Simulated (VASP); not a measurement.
Set up this calculation in VASP 6.6.1, as the native input.

```yaml
Task: band structure
Functional: LDA
Potentials_or_basis: VASP PAW LDA potentials, release 64 (Cd, S)
Cutoff: 450 eV
k_mesh: 10 × 10 × 6
Occupations: gaussian, width 0.02 eV
Spin: no spin polarisation
Further_INCAR_settings: ALGO = Fast; EDIFF = 1e-06
```

Crystal: CdS.

```
Cd S
1.0
     4.16889    0.00000    0.00000
    -2.08444    3.61036    0.00000
     0.00000    0.00000    6.78016
Cd S
2 2
Direct
  0.66667 0.33333 0.50019
  0.33333 0.66667 0.00019
  0.66667 0.33333 0.87681
  0.33333 0.66667 0.37681
```

The cell is a database's computed one.

One way to write it, as run:

POSCAR

```
CdS                                     
1.0
    4.1688897967      0.0000000000      0.0000000000
   -2.0844448484      3.6103644707      0.0000000000
    0.0000000000      0.0000000000      6.7801618396
  Cd              S             
     2     2
Direct
     0.6666666699999979    0.3333333300000021    0.5001861622150443
     0.3333333300000021    0.6666666699999979    0.0001861622150443
     0.6666666699999979    0.3333333300000021    0.8768138377849510
     0.3333333300000021    0.6666666699999979    0.3768138377849510
```

INCAR.step1

```
SYSTEM = CdS
PREC = Accurate
ENCUT = 450
EDIFF = 1E-6
ISMEAR = 0
SIGMA = 0.02
LREAL = .False.
LASPH = .True.
NELM = 120
ALGO = Fast
ISIF = 2
LWAVE = .False.
LCHARG = .True.
GGA = CA
KPAR = 4
```

KPOINTS.step1

```
regular mesh
0
Gamma
  10 10 6
  0 0 0
```

INCAR.step2

```
SYSTEM = CdS
PREC = Accurate
ENCUT = 450
EDIFF = 1E-6
ISMEAR = 0
SIGMA = 0.05
LREAL = .False.
LASPH = .True.
NELM = 120
ALGO = Fast
ISIF = 2
LWAVE = .False.
LCHARG = .False.
GGA = CA
KPAR = 4
ICHARG = 11
```

KPOINTS.step2

```
path GMKGALHA,LM,KH
15
line-mode
reciprocal
 0.0000000000  0.0000000000  0.0000000000  G
 0.5000000000  0.0000000000  0.0000000000  M

 0.5000000000  0.0000000000  0.0000000000  M
 0.3333333333  0.3333333333  0.0000000000  K

 0.3333333333  0.3333333333  0.0000000000  K
 0.0000000000  0.0000000000  0.0000000000  G

 0.0000000000  0.0000000000  0.0000000000  G
 0.0000000000  0.0000000000  0.5000000000  A

 0.0000000000  0.0000000000  0.5000000000  A
 0.5000000000  0.0000000000  0.5000000000  L

 0.5000000000  0.0000000000  0.5000000000  L
 0.3333333333  0.3333333333  0.5000000000  H

 0.3333333333  0.3333333333  0.5000000000  H
 0.0000000000  0.0000000000  0.5000000000  A

 0.5000000000  0.0000000000  0.5000000000  L
 0.5000000000  0.0000000000  0.0000000000  M

 0.3333333333  0.3333333333  0.0000000000  K
 0.3333333333  0.3333333333  0.5000000000  H
```

Potentials or basis: VASP PAW LDA potentials, release 64 (Cd, S).

Launch:

```console
$ cat potpaw_LDA.64/Cd/POTCAR potpaw_LDA.64/S/POTCAR > POTCAR
$ cp INCAR.step1 INCAR
$ cp KPOINTS.step1 KPOINTS
$ mpirun -np 4 vasp_std > vasp.out
$ cp INCAR.step2 INCAR
$ cp KPOINTS.step2 KPOINTS
$ mpirun -np 4 vasp_std > vasp.out
```

It gave:

| Item | Value |
| --- | --- |
| Band gap on the k mesh | 0.90 eV, direct |
| Band gap along the path | 0.90 eV, direct |

Caveat: the log is that of the step along the path at fixed density, whose energy, stress, charges and moments have no meaning.

Wall time 42 s on 4 MPI ranks on AMD EPYC 9R45 96-Core Processor (Zen 5) (shared host), peak memory 0.28 GiB a rank.
